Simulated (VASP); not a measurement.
Consider the following.

```
CELL_PARAMETERS angstrom
      3.15452     0.00000     0.00000
      0.00000     3.09991     0.00000
      0.00000     0.00000     3.15465
ATOMIC_POSITIONS crystal
  Zn 0.50000 0.50000 0.50000
  Au 0.02005 0.00000 0.00000
```

These are PBE GGA, VASP's PBE PAW potentials (set 64) (plane waves; VASP 6.6.1) values and carry that method's errors. Settings: 520 eV cut-off, 10×11×10 Γ-centred mesh, first-order Methfessel-Paxton smearing of 0.10 eV, potentials Zn_GW Au.

**Question.** Give the force on each atom (eV/Å).

**Answer.** 
| atom | Fx | Fy | Fz |
|---|---|---|---|
| Zn1 | 0.259 | 0.000 | 0.000 |
| Au2 | -0.259 | 0.000 | 0.000 |

**Question.** Give the stress tensor in GPa (positive for a compressed cell).

**Answer.** 
```
6.29  0.00  0.00
0.00  5.71  0.00
0.00  0.00  6.52
```
The pressure is its mean diagonal, 6.17 GPa.

The compound is AuZn in the CsCl type structure. The cell was not relaxed at this level, atoms are displaced from their ideal sites. The run is one of a series of settings (ENCUT = 520, POTCAR Zn_GW Au (PBE.64 set) against the base run), some of them coarse on purpose. The electron count is odd and the run is not spin-polarised, which forces a metal.
